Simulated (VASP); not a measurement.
```
Mg
1.0
    1.59269    -2.75862     0.00000
    1.59269     2.75862     0.00000
    0.00000     0.00000     5.09946
Mg
2
Direct
  0.33333   0.66667   0.25000
  0.66667   0.33333   0.75000
```

Computed with r2SCAN meta-GGA, VASP's PBE PAW potentials (set 64) (plane waves; VASP). Numerical set-up: 400 eV cut-off, 15×15×8 Γ-centred mesh, tetrahedra with Blöchl corrections, potentials Mg.

Task: Give the energies of bands 1 to 5 at the high-symmetry points, in eV from the Fermi level.

Result: 
```csv
band,Γ,M,K,A,L,H
1,-7.53,-2.49,-0.90,-6.00,-1.33,0.09
2,-1.90,-2.31,-0.69,-6.00,-1.33,0.09
3,-1.09,2.84,-0.69,5.66,-0.44,0.54
4,11.65,3.12,4.42,5.66,-0.44,0.54
5,11.65,3.71,4.42,12.43,8.59,1.84
```

It has no gap at this level: it comes out as a metal or semimetal.

The compound is Mg in the hcp structure. It was relaxed first.
